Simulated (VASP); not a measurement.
Data:

```yaml
crystal:
  lattice:
    - [2.85513, 0.00000, 0.00000]
    - [-1.42756, 2.47261, 0.00000]
    - [0.00000, 0.00000, 4.73839]
  atoms:
    - { symbol: Si, position: [0.00000, 0.00000, 0.00000] }
    - { symbol: Si, position: [0.00000, 0.00000, 0.50000] }
    - { symbol: C, position: [0.33333, 0.66667, 0.25000] }
    - { symbol: C, position: [0.66667, 0.33333, 0.75000] }
```

Computed with PBEsol GGA, VASP's PBE PAW potentials (set 64) (plane waves; VASP). Numerical set-up: 520 eV cut-off, Gaussian smearing of 0.050 eV, potentials Si C.

**Question.** Predict the band gap (along the path) with the smallest direct gap where there is one.

**Answer.** 
- band gap (along the path): none (metal, semimetal or under 0.01 eV)

Only differences to runs with the same potentials and settings are physical.

The structure was generated: SiC was put into the NiAs type type (P6_3/mmc), which need not be its known phase. It was relaxed first, which changed the volume by +5 %.
